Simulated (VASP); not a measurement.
# MgO (Fm-3m) in VASP: further runs, part 2 of 2

VASP 6.6.1.

## (3) Band structure, HSE06

POSCAR

```
MgO                                     
1.0
    0.0000000000      2.1039238760      2.1039238760
    2.1039238760      0.0000000000      2.1039238760
    2.1039238760      2.1039238760      0.0000000000
  Mg              O             
     1     1
Direct
     0.0000000000000000    0.0000000000000000    0.0000000000000000
     0.5000000000000000    0.5000000000000000    0.5000000000000000
```

INCAR.step1

```
SYSTEM = MgO
  PREC = Accurate
  ENCUT = 520
  EDIFF = 1E-5
  ISMEAR = 0
  SIGMA = 0.03
  LREAL = .False.
  LASPH = .True.
  NELM = 80
  ALGO = Normal
  ISIF = 2
  LWAVE = .True.
  LCHARG = .False.
  NBANDS = 11
  KPAR = 4
  GGA = PE
```

INCAR.step2

```
SYSTEM = MgO
  PREC = Accurate
  ENCUT = 520
  EDIFF = 1E-7
  ISMEAR = 0
  SIGMA = 0.03
  LREAL = .False.
  LASPH = .True.
  NELM = 80
  ALGO = Normal
  ISIF = 2
  LWAVE = .False.
  LCHARG = .False.
  GGA = PE
  LHFCALC = .True.
  HFSCREEN = 0.2
  PRECFOCK = Fast
  NBANDS = 11
  KPAR = 4
  ISTART = 1
```

KPOINTS

```
Automatic mesh
0
Gamma
  8 8 8
  0 0 0
```

KPOINTS_OPT

```
explicit points
9
Reciprocal
 0.0000000000  0.0000000000  0.0000000000 1
 0.3750000000  0.3750000000  0.7500000000 1
 0.5000000000  0.5000000000  0.5000000000 1
 0.6250000000  0.2500000000  0.6250000000 1
 0.5000000000  0.2500000000  0.7500000000 1
 0.5000000000  0.0000000000  0.5000000000 1
 0.4000000000  0.0000000000  0.4000000000 1
 0.4250000000  0.0000000000  0.4250000000 1
 0.4500000000  0.0000000000  0.4500000000 1
```

Potentials or basis: VASP PAW PBE potentials, release 64 (Mg, O).

Command:

```sh
$ cat potpaw_PBE.64/Mg/POTCAR potpaw_PBE.64/O/POTCAR > POTCAR
$ cp INCAR.step1 INCAR
$ mpirun -np 4 vasp_std > vasp.out
$ cp INCAR.step2 INCAR
$ mpirun -np 4 vasp_std > vasp.out
```

OUTCAR:

```text
SYSTEM = MgO
   PREC = Accurate
   ENCUT = 520
   EDIFF = 1E-7
   ISMEAR = 0
   LREAL = .False.
   LASPH = .True.
   NELM = 80
   ISIF = 2
   GGA = PE
   LHFCALC = .True.
   HFSCREEN = 0.2
   PRECFOCK = Fast
   ISTART = 1

 ion  position               nearest neighbor table
   1  0.000  0.000  0.000-   2 2.10   2 2.10   2 2.10   2 2.10   2 2.10   2 2.10
   2  0.500  0.500  0.500-   1 2.10   1 2.10   1 2.10   1 2.10   1 2.10   1 2.10

  LATTYP: Found a face centered cubic cell.
[... 535 lines left out ...]
 [... further k-points ...]

------------------------ aborting loop because EDIFF is reached ----------------------------------------

  FORCE on cell =-STRESS in cart. coord.  units (eV):
  Direction    XX          YY          ZZ          XY          YZ          ZX
  --------------------------------------------------------------------------------------
  -------------------------------------------------------------------------------------
  Total       -0.1248343     -0.1248343     -0.1248343      0.0000000      0.0000000      0.0000000
  in kB      -10.7380259    -10.7380259    -10.7380259      0.0000000      0.0000000      0.0000000
  external PRESSURE =     -10.7380259 kB  Pullay stress =       0.0000000 kB

 VOLUME and BASIS-vectors are now :
 -----------------------------------------------------------------------------
  energy-cutoff  :      520.00
  volume of cell :       18.63
      direct lattice vectors                 reciprocal lattice vectors
     0.000000000  2.103923876  2.103923876    -0.237651184  0.237651184  0.237651184
     2.103923876  0.000000000  2.103923876     0.237651184 -0.237651184  0.237651184
     2.103923876  2.103923876  0.000000000     0.237651184  0.237651184 -0.237651184

 POSITION                                       TOTAL-FORCE (eV/Angst)
 -----------------------------------------------------------------------------------
      0.00000      0.00000      0.00000         0.000000      0.000000     -0.000000
      2.10392      2.10392      2.10392        -0.000000     -0.000000      0.000000
 -----------------------------------------------------------------------------------
    total drift:                                0.000031      0.000042      0.000042

  FREE ENERGIE OF THE ION-ELECTRON SYSTEM (eV)
  ---------------------------------------------------
  free  energy   TOTEN  =       -14.2313106784 eV

  energy  without entropy=      -14.2313106784  energy(sigma->0) =      -14.23131068
```

OSZICAR.step1:

```text
N       E                     dE             d eps       ncg     rms          rms(c)
DAV:   1     0.109451304383E+02    0.10945E+02   -0.46961E+03   758   0.654E+02
DAV:   2    -0.129787253663E+02   -0.23924E+02   -0.23366E+02   739   0.129E+02
DAV:   3    -0.134637645616E+02   -0.48504E+00   -0.48477E+00   767   0.155E+01
DAV:   4    -0.134649369811E+02   -0.11724E-02   -0.11724E-02   683   0.876E-01
DAV:   5    -0.134649408827E+02   -0.39016E-05   -0.39015E-05   752   0.498E-02    0.722E+00
DAV:   6    -0.119211770006E+02    0.15438E+01   -0.87555E+00   656   0.163E+01    0.221E+00
DAV:   7    -0.119095453460E+02    0.11632E-01   -0.51991E-02   689   0.208E+00    0.134E+00
DAV:   8    -0.119043271422E+02    0.52182E-02   -0.27050E-02   671   0.185E+00    0.230E-01
DAV:   9    -0.119039921872E+02    0.33495E-03   -0.49885E-04   722   0.157E-01    0.130E-01
DAV:  10    -0.119039919217E+02    0.26552E-06   -0.44559E-04   704   0.158E-01    0.814E-03
DAV:  11    -0.119039937221E+02   -0.18003E-05   -0.22197E-06   397   0.127E-02
   1 F= -.11903994E+02 E0= -.11903994E+02  d E =-.285871E-22
```

Run time: 4.8 min. Hardware: 4 MPI ranks of AMD EPYC 9R45 (Zen 5), shared host; peak memory 0.25 GiB.

Results:

```yaml
Free_energy: -14.2313 eV
Pressure: -1.1 GPa
Band_gap_on_the_k_mesh: 6.49 eV, direct
Band_gap_along_the_path: 6.49 eV, direct
```

Levels at points of the mesh, in eV from the valence-band top:
| k point | band 1 | band 2 | band 3 | band 4 | band 5 | band 6 | band 7 | band 8 | band 9 |
| --- | --- | --- | --- | --- | --- | --- | --- | --- | --- |
| (0.00, 0.00, 0.00) | -18.84 | 0.00 | 0.00 | 0.00 | 6.49 | 17.79 | 17.79 | 17.79 | 21.73 |
| (0.50, 0.00, 0.00) | -17.49 | -4.95 | -0.72 | -0.72 | 9.71 | 14.92 | 18.38 | 18.38 | 23.11 |
| (0.50, 0.50, 0.00) | -17.21 | -4.40 | -1.47 | -1.47 | 10.88 | 11.90 | 15.42 | 21.44 | 21.44 |

Caveat: the PAW data sets were made with another functional, which shifts forces and pressure a little.

## (4) Band structure, PBE0

POSCAR is that of step 3.

INCAR.step1 is that of step 3.

INCAR.step2, as its differences from that of step 3:

```diff
@@ -15,4 +15,5 @@
   LHFCALC = .True.
-  HFSCREEN = 0.2
+  AEXX = 0.25
   PRECFOCK = Fast
+  HFRCUT = -1
   NBANDS = 11
```

KPOINTS is that of step 3.

KPOINTS_OPT is that of step 3.

Command:

```sh
$ cat potpaw_PBE.64/Mg/POTCAR potpaw_PBE.64/O/POTCAR > POTCAR
$ cp INCAR.step1 INCAR
$ mpirun -np 4 vasp_std > vasp.out
$ cp INCAR.step2 INCAR
$ mpirun -np 4 vasp_std > vasp.out
```

Wall time 4.6 min (4 MPI ranks of AMD EPYC 9R45 (Zen 5), shared host); peak memory 0.16 GiB.

Results (log left out):

```
Free energy             : -14.7839 eV
Pressure                : -1.0 GPa
Band gap on the k mesh  : 7.21 eV, direct
Band gap along the path : 7.21 eV, direct
```

Levels at points of the mesh, in eV from the valence-band top:
```tsv
k point	band 2	band 3	band 4	band 5	band 6	band 7
(0.00, 0.00, 0.00)	0.00	0.00	0.00	7.21	18.55	18.55
(0.50, 0.00, 0.00)	-4.98	-0.72	-0.72	10.44	15.68	19.13
(0.50, 0.50, 0.00)	-4.43	-1.49	-1.49	11.61	12.66	16.17
```

Caveat: the PAW data sets were made with another functional, which shifts forces and pressure a little.

## (5) The runs side by side

| level | screening parameter | exchange at q = 0 | gap on the mesh (eV) | pressure (GPa) |
| --- | --- | --- | --- | --- |
| PBEsol | - | - | 4.66 | 0.2 |
| HSE06 | 0.2 1/A | - | 6.49 | -1.1 |
| PBE0 | - | truncated | 7.21 | -1.0 |

Alike in all rows: task band structure; potentials or basis VASP PAW PBE potentials, release 64 (Mg, O); no spin polarisation; cell as given; k mesh 8 × 8 × 8; cutoff (eV) 520; smearing gaussian 0.03 eV.

On the cell as given the gap runs from 4.66 eV (PBEsol) to 7.21 eV (PBE0). The pressure there spans -1.1 GPa (HSE06) to 0.2 GPa (PBEsol); a positive pressure means that this level wants a larger cell, a negative one a smaller.

Caveats: the PAW data sets were made with another functional, which shifts forces and pressure a little.

Absolute energies hang on the potentials; compare differences alone.

## (6) Comparison with measurements

Step 2. Measured gap of MgO: 7.83 eV (quoted in “Electronic structure of alkaline earth and post-transition metal oxides”, 2009, arxiv:0908.1581). This calculation gives 4.66 eV (-3.17 eV). The value is that of PBEsol, without temperature or zero-point motion. Semilocal functionals fall short of measured gaps as a rule.

Step 3. A measured gap of MgO is 7.83 eV (quoted in “Electronic structure of alkaline earth and post-transition metal oxides”, 2009, arxiv:0908.1581); the calculated 6.49 eV misses it by -1.34 eV. The value is that of HSE06, without temperature or zero-point motion.

Step 4. Measured gap of MgO: 7.83 eV (quoted in “Electronic structure of alkaline earth and post-transition metal oxides”, 2009, arxiv:0908.1581). This calculation gives 7.21 eV (-0.62 eV). The value is that of PBE0, without temperature or zero-point motion.
